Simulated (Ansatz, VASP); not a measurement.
# SnSe2 in two plane-wave programs

One calculation is typed for both programs; each brings its own data sets. How far apart do they land? The cell is taken from a series of runs on this material, whose earlier steps may have relaxed, scaled, displaced or heated it; both programs get it as it stands.

Main program and level: Ansatz 0.2.0; plane waves, with VASP 6.6.1 beside it; G0W0 gap at PBEsol.

## 1. Starting point

Symmetry: P-3m1, No. 164, trigonal system. Conventional cell: a = 3.811 Å, b = 3.811 Å, c = 6.136 Å, α = 90.00°, β = 90.00°, γ = 120.00°. Nearest to Sn lie 6 Se at 2.72 Å. Nearest to Se lie 3 Sn at 2.72 Å. Farther neighbours and most contacts between anions are not listed.

## 2. Ansatz: G0W0 gap, PBEsol

Ansatz runs on its PAW soft_1 files.

Quasiparticle shifts depend on high empty states and on the cores, so they are the hardest test of two PAW sets.

Contents of input.yaml:

```yaml
crystal:
  lattice:
    - [3.811, 0.0, 0.0]
    - [-1.9055, 3.3004228138, 0.0]
    - [0.0, 0.0, 6.136]
  atoms:
    - { symbol: Sn, position: [0.0, 0.0, 0.0] }
    - { symbol: Se, position: [0.3333333333, 0.6666666667, 0.2614399677] }
    - { symbol: Se, position: [0.6666666667, 0.3333333333, 0.7385600323] }
kpoints:
  mp_grid: { grid: [6, 6, 4] }
hamiltonian:
  xc: pbesol
  pseudopotentials: { kind: paw, azcp: { folder: soft_1 }, xc_functional: pbe }
scf:
  occupations: { method: fixed }
gw:
  n_empty_bands: 175
  ecut_chi: 100
  qp_bands: [v2, c2]
  qp_kpoints: band_edges
  screening: { model: contour_deformation }
```

Run with:

```sh
$ ansatz run input.yaml --threads 2 --pin off --max-ram 92160MiB --backend cuda --events-out ev --progress --plain --runs-dir out --devices 1 --max-vram 13GiB
```

Numbers of over 12 decimals in the logs are rounded to 6 here.

Output:

```text
GPUs: using 1 of 1 available (devices: 1).
Engine: ansatz 0.2.0, x86_64-unknown-linux-gnu
Pseudopotentials: kind: paw
Pseudopotential: Sn, paw, valence charge 14, recommended cutoff 420 eV (normal), soft_1/Sn.paw.azcp
Pseudopotential: Se, paw, valence charge 16, recommended cutoff 420 eV (normal), soft_1/Se.paw.azcp
Functional definition: PBEsol
  exchange = pbesol_x
  correlation = pbesol_c
device memory: the entry about to start is reckoned to put 0.9 GiB on a device that reports 66.2 GiB free (of which the cap on the GPU budget leaves the run 13.0 GiB)
GPU FFT provider: cuFFT
GPU libraries: cuBLAS 13.8.2, cuFFT 12.4.0, cuSOLVER 12.3.4
Crystal: 3 atoms, lattice volume = 77.178 Å³
Basis set: ecut = 420 eV, 1485 PW (Γ)
Bands: 28, of which v1, the nominal top of the filled ones, is band 23 counted from 1 (22 counted from 0)
Symmetry: 12 space group operations
Space group: P-3m1 (ITA 164), of the structure as read, at distance tolerance 4.3e-5 Å
k-points: 24 of 144
Non-local potential: Sn, projectors of the file, l = 0: 2, l = 1: 2, l = 2: 2, l = 3: 1
Non-local potential: Se, projectors of the file, l = 0: 2, l = 1: 2, l = 2: 3, l = 3: 1
PAW form: soft (Blöchl's): semilocal exchange-correlation on the pseudo side does not see the compensation charge
PAW frozen core: Sn, regenerated for the run's functional, and the local potential with it (the file was generated under x = pbe(κ = 0.804, μ = 0.219515), c = pbe(β = 0.066725))
PAW frozen core: Se, regenerated for the run's functional, and the local potential with it (the file was generated under x = pbe(κ = 0.804, μ = 0.219515), c = pbe(β = 0.066725))
PAW one-centre angular grid: Sn, 590 points (default); XC on 64 Gauss nodes
PAW one-centre angular grid: Se, 590 points (default); XC on 64 Gauss nodes
Initial density: superposition of atomic densities (chi_scale 0.1, normalization cell, long waves kept (reshape's long-wave potential 0.10 eV rms))
Initial wavefunctions: pseudopotential atomic-orbital guess
GPU buffer pool allocated for 32805 grid points (all kernels)
GPU transforms: local potential and band sums: pruned to the plane-wave sphere, on 25×25×45
Functional: x = pbesol(κ = 0.804, μ = 0.123457), c = pbesol(β = 0.046)
SCF iter   1: F=—  HF=-16799.747485 eV  |F-HF|=—  |Δ(HF+E_count)|=         —  Δρ=3.21e-2  dr2=1.77e0  ethr=3.10e-3  ⟨swp⟩=5.0  Hψ=2494  notcnv=0  defer=67
preconditioner: auto → Resta (q_TF=auto, 2.503 Å⁻¹)  ε∞=4.0  [insulator: Δε(μ)=0.498 eV  Ē_g=9.744 eV  n_scr=22 (ndim 8)  ℏωp=16.9 eV  f_vac=0.027  ε∞_Penn≈4.0]
SCF iter   2: F=—  HF=-16799.355035 eV  |F-HF|=—  |Δ(HF+E_count)|=   3.92e-1  Δρ=1.57e-2  dr2=2.29e-1  ethr=3.10e-3  ⟨swp⟩=2.0  Hψ=982  notcnv=0  defer=31
SCF iter   3: F=—  HF=-16799.294835 eV  |F-HF|=—  |Δ(HF+E_count)|=   6.02e-2  Δρ=5.20e-3  dr2=1.65e-2  ethr=4.98e-4  ⟨swp⟩=2.0  Hψ=811  notcnv=0  defer=67
SCF iter   4: F=—  HF=-16799.292503 eV  |F-HF|=—  |Δ(HF+E_count)|=   2.33e-3  Δρ=1.04e-3  dr2=1.27e-3  ethr=3.59e-5  ⟨swp⟩=2.0  Hψ=1246  notcnv=0  defer=69
SCF iter   5: F=—  HF=-16799.292444 eV  |F-HF|=—  |Δ(HF+E_count)|=   5.86e-5  Δρ=4.55e-4  dr2=1.71e-4  ethr=2.77e-6  ⟨swp⟩=2.0  Hψ=1251  notcnv=0  defer=69
SCF iter   6: F=—  HF=-16799.292613 eV  |F-HF|=—  |Δ(HF+E_count)|=   1.69e-4  Δρ=1.25e-4  dr2=1.54e-5  ethr=3.71e-7  ⟨swp⟩=3.0  Hψ=1248  notcnv=0  defer=69
SCF iter   7: F=—  HF=-16799.292633 eV  |F-HF|=—  |Δ(HF+E_count)|=   1.98e-5  Δρ=3.52e-5  dr2=9.65e-7  ethr=3.36e-8  ⟨swp⟩=2.0  Hψ=984  notcnv=0  defer=25
SCF iter   8: F=-16799.292635 eV  HF=-16799.292635 eV  |F-HF|=8.22e-8  |Δ(HF+E_count)|=   2.16e-6  Δρ=6.52e-6  dr2=7.02e-8  ethr=2.17e-10  ⟨swp⟩=9.1  Hψ=3037  notcnv=0
SCF 1 converged in 8 iterations: F = -16799.292635 eV  dr2 = 7.02e-8
  greatest PAW one-centre occupation: 1.000 electrons in one spin orbital (limit 2), on the Se atom at site 1 (counted from 0), in its partial waves of l = 2
device memory: the entry about to start is reckoned to put 0.9 GiB (of the 1.0 GiB reckoned in all, the device holds 0.1 GiB already) on a device that reports 63.8 GiB free (of which the cap on the GPU budget leaves the run 12.9 GiB)
NSCF: frozen V_eff on 24 k-points, pencils in batches of 32, up to order 112
the band table was solved once the SCF had ended and its energy, with any forces and stress, was formed, with the checks that follow a solve (2874 applications of the Hamiltonian). They found nothing against the state; the energy, forces and stress were not computed again (output.eigenvalues in the input reference)
device memory: the entry about to start is reckoned to put 2.7 GiB on a device that reports 63.8 GiB free (of which the cap on the GPU budget leaves the run 13.0 GiB)
NSCF: frozen V_eff on 24 k-points
G₀W₀ screening: q 1/24
[... further progress lines ...]
SCF converged after 8 iterations
Free energy (F): -16799.292635 eV
Harris-Foulkes:  -16799.292635 eV  (|F-HF|=8.22e-8)
Internal energy: -16799.292635 eV  (E = F + TS)
E sigma→0 (E₀):  -16799.292635 eV
[...]
E_closure    = 0.000000  (closes the sum)
  Σ components = -16799.292635   (vs F -16799.292635, Δ=0.00e0)
--- Band table (eV; the first three rows and the last of 24) ---
  k-point 0: bands = [... 19 lower, 7.2814, 7.4930, 7.4930, 7.6673, 8.6674, 10.8437, 12.4297, 12.4297, ... 1 higher]
  k-point 1: bands = [... 19 lower, 7.1953, 7.1953, 7.6176, 7.6176, 9.6753, 10.8267, 12.2638, 12.2638, ... 1 higher]
  k-point 2: bands = [... 19 lower, 7.1441, 7.1441, 7.7089, 7.7089, 10.3296, 10.7056, 12.1081, 12.1081, ... 1 higher]
  k-point 23: bands = [... 19 lower, 3.6107, 4.0656, 7.4102, 7.4102, 10.0388, 12.0095, 12.0095, 13.5617, ... 1 higher]
--- G₀W₀: contour deformation, 7 samples at zero and on the imaginary axis and 2 off it, 144 q-points, 175 empty bands' worth ---
  eigenvalues of the whole cell's RPA ε∞ on this k-mesh (on a slab, of 1 + 4πα/V) = 12.0492, 15.6357, 15.6357; static W/v taken at q = 0 is 0.068417
  bands read: the sum over 198 bands ends inside a degenerate multiplet in 3 slots, whose members it reads at an even weight; the widest, k=0: bands 198 to 199 (counted from 1) at 1/2 each
  gw.qp_kpoints: band_edges: 19 of 24 stored k-points solved, in 1 pass; an edge of the gap read off the rows below is read off those points alone
    valence top: of the k-points left out ik 20 came nearest to being solved in a further pass, in band 23 (counted from 1, as in the quasiparticle table): it holds the edge there only if its correction is more favourable than any solved in that band by at least 0.518 eV; those differ by 0.052 eV
    conduction bottom: of the k-points left out ik 17 came nearest to being solved in a further pass, in band 24 (counted from 1, as in the quasiparticle table): it holds the edge there only if its correction is more favourable than any solved in that band by at least 0.719 eV; those differ by 0.144 eV
    ik  band        ε_KS         Σx   Σc(E_QP)       V_xc       Z   E_QP_lin       E_QP  E_QP is
     0    22      7.4930   -17.4562     1.6854   -15.4911  0.7202     7.2103     7.2133  root
     0    23      7.6673   -17.6177     1.6950   -15.6195  0.7294     7.3611     7.3640  root
     0    24      8.6674   -11.9302    -3.0646   -15.3303  0.7687     9.0049     9.0029  root
     0    25     10.8437    -8.1475    -4.0280   -12.4718  0.7729    11.1423    11.1400  root
     1    22      7.6176   -17.4882     1.6034   -15.6042  0.7250     7.3344     7.3370  root
     1    23      7.6176   -17.4882     1.6034   -15.6042  0.7250     7.3344     7.3370  root
     1    24      9.6753   -12.2864    -3.2276   -15.8225  0.7526     9.9861     9.9838  root
     1    25     10.8267    -8.4675    -4.0398   -12.8197  0.7711    11.1417    11.1391  root
     2    22      7.7089   -17.5437     1.5569   -15.7082  0.7270     7.4279     7.4303  root
     2    23      7.7089   -17.5437     1.5569   -15.7082  0.7270     7.4279     7.4303  root
     2    24     10.3296   -12.1849    -3.6672   -16.1922  0.7375    10.6717    10.6696  root
     2    25     10.7056    -8.4707    -4.0326   -12.8338  0.7749    11.0390    11.0361  root
     3    22      7.7305   -17.4943     1.6619   -15.5244  0.7289     7.4195     7.4224  root
     3    23      7.7724   -17.5871     1.5878   -15.7098  0.7279     7.4804     7.4828  root
     3    24      9.9529   -12.4031    -3.4119   -16.1243  0.7347    10.2640    10.2623  root
     3    25     11.4367    -8.3604    -4.1692   -12.8418  0.7700    11.7509    11.7489  root
     4    22      6.9204   -17.2172     1.9483   -14.9554  0.7096     6.6021     6.6068  root
     4    23      7.5420   -17.4556     1.7188   -15.4404  0.7222     7.2426     7.2457  root
     4    24      9.6623   -11.6644    -3.3434   -15.2938  0.7413     9.9498     9.9482  root
     4    25     11.9556    -8.8316    -4.3093   -13.4722  0.7633    12.2892    12.2868  root
     5    22      6.6367   -16.8486     1.9881   -14.5638  0.6990     6.3362     6.3400  root
     5    23      7.5367   -17.3404     1.6689   -15.3791  0.7221     7.2413     7.2443  root
     5    24      9.8423   -11.3770    -3.5083   -15.1810  0.7423    10.1399    10.1380  root
     5    25     11.9404    -9.2986    -4.2996   -13.9538  0.7660    12.2987    12.2960  root
[...]
21    22      6.0150   -16.4308     2.4468   -13.6782  0.6783     5.7085     5.7092  root
    21    23      6.0150   -16.4308     2.4468   -13.6782  0.6783     5.7085     5.7092  root
    21    24      8.7180   -10.5223    -3.0748   -13.8096  0.7528     8.9314     8.9305  root
    21    25     13.9830    -9.6297    -5.0492   -15.0235  0.6949    14.3312    14.3276  root
    23    22      7.4102   -17.3450     1.7617   -15.2663  0.7202     7.0890     7.0933  root
    23    23      7.4102   -17.3450     1.7617   -15.2663  0.7202     7.0890     7.0933  root
    23    24     10.0388   -11.9050    -3.7735   -15.9838  0.7141    10.3479    10.3442  root
    23    25     12.0095    -7.9681    -4.1934   -12.4403  0.7707    12.2897    12.2884  root
```

The column dr2 measures how far the density is from self-consistency, as an energy; F and HF (Harris–Foulkes) agree once it is small.

[end of part 1 of 2]

[Lines on the potential files, build, host, timing and source positions are cut from VASP's logs without a mark.]

[Logs are printed without paths, hosts, clocks, repeated set-up lines and the standing remarks that a program may print on its own settings, such as how far it seeks lower states.]

[Hosts, paths, dates, database ids (printed as entryN), source tags and the programs' standing remarks are cut or masked in the printed files.]
